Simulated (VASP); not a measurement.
# RbAl (P4/mmm) in VASP: single point with r2SCAN

Aim: the single point of RbAl with r2SCAN.

Everything below comes from runs of VASP 6.6.1. Logs are shortened: lines on timing, memory, paths and dates and some standing lists are left out, and cuts for length are marked.

## (1) The structure

It takes space group P4/mmm (No. 123, tetragonal). Conventional cell: a = 3.644 Å, b = 3.644 Å, c = 5.213 Å, α = 90.00°, β = 90.00°, γ = 90.00°. Around Rb (site symmetry 4/mmm) lie 4 Rb at 3.64 Å and 8 Al at 3.67 Å. Al (site symmetry 4/mmm) has 4 Al at 3.64 Å and 8 Rb at 3.67 Å as nearest neighbours.

The cell was built by a generator and needn't be a form met in nature.

## (2) Single point, r2SCAN

File POSCAR:

```
RbAl
1.0
    3.6439420000      0.0000000000      0.0000000000
    0.0000000000      3.6439420000      0.0000000000
    0.0000000000      0.0000000000      5.2130990000
Rb Al
1 1
Direct
    0.0000000000      0.0000000000      0.0000000000
    0.5000000000      0.5000000000      0.5000000000
```

File INCAR.step1:

```
SYSTEM = RbAl
PREC = Accurate
ENCUT = 520
ISMEAR = -5
SIGMA = 0.0524
LREAL = .FALSE.
LASPH = .TRUE.
NELM = 60
NBANDS = 13
GGA = PE
ALGO = Normal
EDIFF = 1E-4
LWAVE = .TRUE.
LCHARG = .FALSE.
```

File INCAR.step2:

```
SYSTEM = RbAl
PREC = Accurate
ENCUT = 520
EDIFF = 1E-7
ISMEAR = 1
SIGMA = 0.0524
LREAL = .FALSE.
LASPH = .TRUE.
NELM = 60
ALGO = Normal
ISIF = 2
LWAVE = .FALSE.
LCHARG = .FALSE.
METAGGA = R2SCAN
LMIXTAU = .TRUE.
LORBIT = 11
NBANDS = 13
ISTART = 1
```

File KPOINTS:

```
regular mesh
0
G
  9 9 7
  0 0 0
```

Potentials or basis: VASP PAW PBE potentials, release 64 (Rb_sv, Al).

The run is started by

```sh
$ cat potpaw_PBE.64/Rb_sv/POTCAR potpaw_PBE.64/Al/POTCAR > POTCAR
$ cp INCAR.step1 INCAR
$ mpirun -np 1 vasp_std > vasp.out
$ cp INCAR.step2 INCAR
$ mpirun -np 1 vasp_std > vasp.out
```

OUTCAR:

```text
SYSTEM = RbAl
   PREC = Accurate
   ENCUT = 520
   EDIFF = 1E-7
   ISMEAR = 1
   LREAL = .FALSE.
   LASPH = .TRUE.
   NELM = 60
   ISIF = 2
   METAGGA = R2SCAN
   LORBIT = 11
   ISTART = 1

 ion  position               nearest neighbor table
   1  0.000  0.000  0.000-   2 3.67   2 3.67   2 3.67   2 3.67   2 3.67   2 3.67   2 3.67   2 3.67

   2  0.500  0.500  0.500-   1 3.67   1 3.67   1 3.67   1 3.67   1 3.67   1 3.67   1 3.67   1 3.67

  LATTYP: Found a simple tetragonal cell.
 ALAT       =     3.6439420000
 C/A-ratio  =     1.4306207398

  Lattice vectors:

 A1 = (   3.6439420000,   0.0000000000,   0.0000000000)
 A2 = (   0.0000000000,   3.6439420000,   0.0000000000)
 A3 = (   0.0000000000,   0.0000000000,   5.2130990000)

Analysis of symmetry for initial positions (statically):
=====================================================================
 Subroutine PRICEL returns:
 Original cell was already a primitive cell.

 Routine SETGRP: Setting up the symmetry group for a
 simple tetragonal supercell.

 Subroutine GETGRP returns: Found 16 space group operations
 (whereof 16 operations were pure point group operations)
 out of a pool of 16 trial point group operations.

The static configuration has the point symmetry D_4h.

Analysis of symmetry for dynamics (positions and initial velocities):
=====================================================================
 Subroutine PRICEL returns:
 Original cell was already a primitive cell.

 Routine SETGRP: Setting up the symmetry group for a
 simple tetragonal supercell.

 Subroutine GETGRP returns: Found 16 space group operations
 (whereof 16 operations were pure point group operations)
 out of a pool of 16 trial point group operations.

The dynamic configuration has the point symmetry D_4h.

 Subroutine INISYM returns: Found 16 space group operations
 (whereof 16 operations are pure point group operations),
 and found     1 'primitive' translations

----------------------------------------------------------------------------------------

                                     Primitive cell

  volume of cell :      69.2212

  direct lattice vectors                    reciprocal lattice vectors
     3.643942000  0.000000000  0.000000000     0.274428078  0.000000000  0.000000000
     0.000000000  3.643942000  0.000000000     0.000000000  0.274428078  0.000000000
     0.000000000  0.000000000  5.213099000     0.000000000  0.000000000  0.191824479

  length of vectors
     3.643942000  3.643942000  5.213099000     0.274428078  0.274428078  0.191824479

  position of ions in fractional coordinates (direct lattice)
     0.000000000  0.000000000  0.000000000
     0.500000000  0.500000000  0.500000000

  ion indices of the primitive-cell ions
   primitive index   ion index
                 1           1
                 2           2

----------------------------------------------------------------------------------------

 KPOINTS: regular mesh

Automatic generation of k-mesh.
 Grid dimensions read from file:
 generate k-points for:    9    9    7

 Generating k-lattice:

  Cartesian coordinates                     Fractional coordinates (reciprocal lattice)
     0.030492009  0.000000000  0.000000000     0.111111111  0.000000000  0.000000000
     0.000000000  0.030492009  0.000000000     0.000000000  0.111111111  0.000000000
     0.000000000  0.000000000  0.027403497     0.000000000  0.000000000  0.142857143

  Length of vectors
     0.030492009  0.030492009  0.027403497

  Shift w.r.t. Gamma in fractional coordinates (k-lattice)
     0.000000000  0.000000000  0.000000000

 Subroutine IBZKPT returns following result:
 ===========================================

 Found     60 irreducible k-points:

 Following reciprocal coordinates:
            Coordinates               Weight
  0.000000  0.000000  0.000000      1.000000
  0.111111  0.000000  0.000000      4.000000
  0.222222  0.000000  0.000000      4.000000
  0.333333  0.000000  0.000000      4.000000
  0.444444  0.000000  0.000000      4.000000
  0.111111  0.111111  0.000000      4.000000
[... 16 lines left out ...]
  0.333333  0.111111  0.142857     16.000000
  0.444444  0.111111  0.142857     16.000000
 [... further k-points ...]
   k-points           NKPTS =     60   k-points in BZ     NKDIM =     60   number of bands    NBANDS=     13
   number of dos      NEDOS =    301   number of ions     NIONS =      2
   total plane-waves  NPLWV =  31360
   dimension x,y,z NGX =    28 NGY =   28 NGZ =   40
   dimension x,y,z NGXF=    56 NGYF=   56 NGZF=   80
   ions per type =               1   1
   NGX,Y,Z   is equivalent  to a cutoff of  12.77, 12.77, 12.76 a.u.
   NGXF,Y,Z  is equivalent  to a cutoff of  25.55, 25.55, 25.51 a.u.
 SYSTEM =  RbAl
   PREC   = accura    normal or accurate (medium, high low for compatibility)
   ISTART =      1    job   : 0-new  1-cont  2-samecut
   ICHARG =      0    charge: 1-file 2-atom 10-const
   ISPIN  =      1    spin polarized calculation?
   LNONCOLLINEAR =      F non collinear calculations
   LSORBIT =      F    spin-orbit coupling
   LASPH  =      T    aspherical Exc in radial PAW
   ENCUT  =  520.0 eV  38.22 Ry    6.18 a.u.   6.78  6.78  9.69*2*pi/ulx,y,z
   NELM   =     60;   NELMIN=  2; NELMDL=  0     # of ELM steps
   EDIFF  = 0.1E-06   stopping-criterion for ELM
   LREAL  =      F    real-space projection
   EDIFFG = 0.1E-05   stopping-criterion for IOM
   NSW    =      0    number of steps for IOM
   IBRION =     -1    ionic relax: 0-MD 1-quasi-New 2-CG
   NFREE  =      0    steps in history (QN), initial steepest desc. (CG)
   ISIF   =      2    stress and relaxation
   ISYM   =      2    0-nonsym 1-usesym 2-fastsym
   POTIM  = 0.5000    time-step for ionic-motion
   TEBEG  =    0.0;   TEEND  =   0.0 temperature during run
   PSTRESS=    0.0 pullay stress
   NELECT =      12.0000    total number of electrons
   NUPDOWN=      -1.0000    fix difference up-down
   EMIN   =  10.00;   EMAX   =-10.00  energy-range for DOS
   EFERMI =   0.00;   METHOD = LEGACY
   ISMEAR =     1;   SIGMA  =   0.05  broadening in eV -4-tet -1-fermi 0-gaus
   EFERMI_NEDOS =   21; number of points for ismear=-14 and -15
   IALGO  =     38    algorithm
   IMIX   =      4    mixing-type and parameters
     AMIX     =   0.40;   BMIX     =  1.00
     AMIX_MAG =   1.60;   BMIX_MAG =  1.00
  volume/ion in A,a.u.               =      34.61       233.56
  Fermi-wavevector in a.u.,A,eV,Ry     =   0.912828  1.724995 11.337122  0.833255
  Thomas-Fermi vector in A             =   2.037269
   LORBIT       =     11    0 simple, 1 ext, 2 COOP (PROOUT), +10 PAW based schemes
   METAGGA = R2SCAN    functional components
   LHFCALC =     F    Hartree Fock is set to
   AEXX    =    0.0000 exact exchange contribution
   IVDW    =     0    specifies the selected vdW correction
   LEPSILON=     F    determine dielectric tensor
   LRPA    =     F    only Hartree local field effects (RPA)
 non-spin polarized calculation
 Methfessel and Paxton  Order N= 1 SIGMA  =   0.05
  energy-cutoff  :      520.00
  volume of cell :       69.22
 maximum number of plane-waves:      1896
 NGX is ok and might be reduce to    28

 number of electron      12.0000000 magnetization

 Free energy of the ion-electron system (eV)
  ---------------------------------------------------
  ext. energy  EPLUGINS =         0.00000000
  ---------------------------------------------------
  free energy    TOTEN  =       -19.29858897 eV

  energy without entropy =      -19.29925252  energy(sigma->0) =      -19.29881015

 E-fermi :   2.3297     XC(G=0):  -8.4110

 val. band max:        2.3055337483   @ k =   0.2222   0.0000   0.1429
 cond. band min:       2.3431159251   @ k =   0.3333   0.3333   0.4286
 fundamental gap:      0.0375821768
 Fermi energy:         2.3297092963

 k-point     1 :       0.0000    0.0000    0.0000
  band No.  band energies     occupation
      1     -26.6453      2.00000
      2     -10.2000      2.00000
      3      -9.8679      2.00000
      4      -9.8679      2.00000
      5      -3.8828      2.00000
      6       2.8917     -0.00000
      7       3.6679      0.00000
      8       5.6428      0.00000
      9       6.9694      0.00000
     10       6.9694      0.00000
     11       9.6306      0.00000
     12       9.6306      0.00000
     13       9.8694      0.00000

 k-point     2 :       0.1111    0.0000    0.0000
  band No.  band energies     occupation
      1     -26.6359      2.00000
      2     -10.1824      2.00000
      3      -9.9911      2.00000
      4      -9.8575      2.00000
      5      -3.7203      2.00000
      6       2.8650     -0.00000
      7       3.8703      0.00000
      8       5.0504      0.00000
      9       6.7958      0.00000
     10       7.0158      0.00000
     11       9.2797      0.00000
     12       9.7386      0.00000
     13      10.1752      0.00000

 k-point     3 :       0.2222    0.0000    0.0000
  band No.  band energies     occupation
      1     -26.6119      2.00000
      2     -10.2852      2.00000
      3     -10.1374      2.00000
      4      -9.8309      2.00000
      5      -3.2614      2.00000
      6       2.7819     -0.00000
      7       3.3782      0.00000
      8       4.5461      0.00000
      9       7.1162      0.00000
     10       7.3494      0.00000
     11       8.7152      0.00000
     12      10.0478      0.00000
     13      10.3563      0.00000

 k-point     4 :       0.3333    0.0000    0.0000
  band No.  band energies     occupation
      1     -26.5844      2.00000
      2     -10.5941      2.00000
      3     -10.0853      2.00000
      4      -9.8003      2.00000
      5      -2.5754      2.00000
      6       1.8160      2.00000
      7       2.6597     -0.00000
      8       5.3045      0.00000
      9       7.1780      0.00000
     10       7.9142      0.00000
     11       8.3903      0.00000
     12      10.4743      0.00000
     13      10.4964      0.00000

 k-point     5 :       0.4444    0.0000    0.0000
  band No.  band energies     occupation
      1     -26.5662      2.00000
      2     -10.7836      2.00000
      3     -10.0506      2.00000
      4      -9.7801      2.00000
      5      -1.8520      2.00000
      6       0.6225      2.00000
      7       2.5649     -0.00000
      8       6.1344      0.00000
      9       7.1727      0.00000
     10       7.5169      0.00000
     11       8.3121      0.00000
     12      10.8178      0.00000
     13      10.8982      0.00000
[... 257 lines left out ...]
 k-point    22 :       0.2222    0.1111    0.1429
  band No.  band energies     occupation
      1     -26.6025      2.00000
      2     -10.2684      2.00000
      3     -10.1387      2.00000
      4      -9.9446      2.00000
      5      -3.0324      2.00000
      6       2.3989     -0.06842
      7       3.5027      0.00000
      8       5.0061      0.00000
      9       6.2323      0.00000
     10       7.3916      0.00000
     11       8.7713      0.00000
     12       9.6995      0.00000
     13      10.3349      0.00000

 k-point    23 :       0.3333    0.1111    0.1429
  band No.  band energies     occupation
      1     -26.5751      2.00000
      2     -10.5712      2.00000
      3     -10.0844      2.00000
      4      -9.9099      2.00000
      5      -2.4121      2.00000
      6       1.9250      2.00000
      7       2.6469     -0.00000
      8       5.4434      0.00000
      9       6.4302      0.00000
     10       7.7838      0.00000
     11       8.2144      0.00000
     12       9.7904      0.00000
     13      10.7100      0.00000

 k-point    24 :       0.4444    0.1111    0.1429
  band No.  band energies     occupation
      1     -26.5571      2.00000
      2     -10.7579      2.00000
      3     -10.0480      2.00000
      4      -9.8869      2.00000
      5      -1.7852      2.00000
      6       0.8689      2.00000
      7       2.6835     -0.00000
      8       5.9092      0.00000
      9       6.4045      0.00000
     10       7.8541      0.00000
     11       7.9309      0.00000
     12      10.0364      0.00000
     13      10.5682      0.00000

 [... further k-points ...]
[... 5 lines left out ...]
  --------------------------------------------------------------------------------------
  -------------------------------------------------------------------------------------
  Total        0.4484718      0.4484718      0.9433090      0.0000000      0.0000000     -0.0000000
  in kB       10.3802273     10.3802273     21.8336153      0.0000000      0.0000000     -0.0000000
  external PRESSURE =      14.1980233 kB  Pullay stress =       0.0000000 kB

 VOLUME and BASIS-vectors are now :
 -----------------------------------------------------------------------------
  energy-cutoff  :      520.00
  volume of cell :       69.22
      direct lattice vectors                 reciprocal lattice vectors
     3.643942000  0.000000000  0.000000000     0.274428078  0.000000000  0.000000000
     0.000000000  3.643942000  0.000000000     0.000000000  0.274428078  0.000000000
     0.000000000  0.000000000  5.213099000     0.000000000  0.000000000  0.191824479

 POSITION                                       TOTAL-FORCE (eV/Angst)
 -----------------------------------------------------------------------------------
      0.00000      0.00000      0.00000         0.000000      0.000000      0.000000
      1.82197      1.82197      2.60655         0.000000      0.000000      0.000000
 -----------------------------------------------------------------------------------
    total drift:                               -0.000000      0.000000     -0.000000

  FREE ENERGIE OF THE ION-ELECTRON SYSTEM (eV)
  ---------------------------------------------------
  free  energy   TOTEN  =       -19.2985889675 eV

  energy  without entropy=      -19.2992525229  energy(sigma->0) =      -19.29881015

 total charge

# of ion       s       p       d       tot
------------------------------------------
    1        1.966   5.378   0.046   7.390
    2        0.532   0.243   0.000   0.776
--------------------------------------------------
tot          2.498   5.621   0.046   8.166
```

Wall time 2.6 min (1 thread of Intel Xeon Platinum 8259CL at 2.50GHz (Skylake/Cascade Lake), shared host); peak memory 0.21 GiB.

What came out:

| Item | Value |
| --- | --- |
| Free energy | -19.2986 eV |
| Pressure | 1.4 GPa |
| Band gap on the k mesh | none (metal or under the smearing width) |
| Valence electrons inside the program's atomic spheres | Rb 7.39; Al 0.78 |

Levels at points of the mesh, in eV from the Fermi level:
```
           k point  band 4  band 5  band 6  band 7  band 8  band 9
(0.00, 0.00, 0.00)  -12.20   -6.21    0.56    1.34    3.31    4.64
```

Caveat: the PAW data sets were made with another functional, which shifts forces and pressure a little.
